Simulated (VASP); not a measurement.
Runs of VASP 6.6.1 on TiC. Symmetry: Fm-3m, No. 225, cubic system. The conventional cell has a = 4.319 Å, b = 4.319 Å, c = 4.319 Å, α = 90.00°, β = 90.00°, γ = 90.00°. Ti (site symmetry m-3m) is surrounded by 6 C at 2.16 Å. C (site symmetry m-3m) is surrounded by 6 Ti at 2.16 Å. 

```csv
level,potentials or basis,k mesh,grid for exact exchange (PRECFOCK),screening parameter,gap on the mesh (eV),pressure (GPa)
HSE06,"VASP PAW PBE potentials, release 64 (Ti_sv, C)",7 × 7 × 7,Fast,0.2 1/A,none,(a)
PBE,"VASP PAW PBE potentials, release 64 (Ti_sv, C)",12 × 12 × 12,-,-,none,(b)
PBEsol,"VASP PAW PBE potentials, release 64 (Ti_sv, C)",12 × 12 × 12,-,-,none,-4.3
r2SCAN,"VASP PAW PBE potentials, release 64 (Ti_sv, C)",12 × 12 × 12,-,-,none,2.7
LDA,"VASP PAW LDA potentials, release 64 (Ti_sv, C)",12 × 12 × 12,-,-,none,-9.9
```

Alike in all rows: task single point; no spin polarisation; cell as given; cutoff (eV) 520; smearing fermi-dirac 0.05 eV.

Q: Fill in the values left out.

A: (a) -2.5; (b) 2.8.

Caveats: the PAW data sets were made with another functional, which shifts forces and pressure a little (some runs).

A k mesh can miss the band edges.

A gap of «none» marks a metal or a gap under the smearing width.

Not every run made on this cell is shown here.
